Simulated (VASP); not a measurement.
An input for Quantum ESPRESSO's pw.x (written as the equivalent of a VASP run, and not itself run):

```
&CONTROL
  calculation = 'scf'
  pseudo_dir = './pseudo'
  outdir = './out'
  tprnfor = .true.
  tstress = .true.
/
&SYSTEM
  ibrav = 0
  nat = 3
  ntyp = 2
  ecutwfc = 58
  occupations = 'smearing'
  smearing = 'fermi-dirac'
  degauss = 0.000735
  input_dft = 'pbe'
/
&ELECTRONS
  conv_thr = 7.3e-08
  electron_maxstep = 100
/
ATOMIC_SPECIES
  Hf 178.490 Hf.upf
  S 32.060 S.upf
CELL_PARAMETERS angstrom
     1.8222600   -3.1562470    0.0000000
     1.8222600    3.1562470    0.0000000
     0.0000000    0.0000000    5.8734000
ATOMIC_POSITIONS crystal
  Hf   0.0000000  0.0000000  0.0000000
  S    0.3333330  0.6666670  0.2500000
  S    0.6666670  0.3333330  0.7500000
K_POINTS automatic
  8 8 5 0 0 0
```

Task: Translate this input to VASP (INCAR, KPOINTS, POSCAR, choice of POTCAR).

Result: One answer among several that fit: 
**KPOINTS**
```
Automatic mesh
0
Gamma
8 8 5
0 0 0
```

File POSCAR:
```
HfS2
1
    1.8222600000    -3.1562470000     0.0000000000
    1.8222600000     3.1562470000     0.0000000000
    0.0000000000     0.0000000000     5.8734000000
Hf S
1 2
Direct
  0.0000000000   0.0000000000   0.0000000000
  0.3333330000   0.6666670000   0.2500000000
  0.6666670000   0.3333330000   0.7500000000
```

INCAR:
```
! general
SYSTEM =HfS2
PREC   =Accurate
ENCUT  =300   ! plane-wave cut-off (eV)
LREAL  =.FALSE.   ! projection in real space or not
LASPH  =.TRUE.

! electronic loop
EDIFF  =1E-6   ! SCF stop (eV)
NELM   =100
ALGO   =Normal
LMAXMIX=6   ! l cut-off of mixed one-centre charges

! smearing
ISMEAR =-1   ! Fermi-Dirac
SIGMA  =0.01   ! width (eV)

! functional
GGA    =PE   ! PBE

! ions
ISIF   =2

! output
LWAVE  =.FALSE.
LCHARG =.FALSE.
```

POTCAR, in this order: Hf_pv S (PBE.64 set). Program: vasp_std.

The two are equivalent in intent, not identical: the potentials are each code's own (VASP's PAW set, PseudoDojo norm-conserving files in pw.x), so ENCUT and ecutwfc are chosen apart and not converted; conv_thr bounds pw.x's estimated SCF error, while EDIFF bounds the energy change between steps.

The structure is a typed HfS2 crystal (P-3m1). The cell was not relaxed at this level.
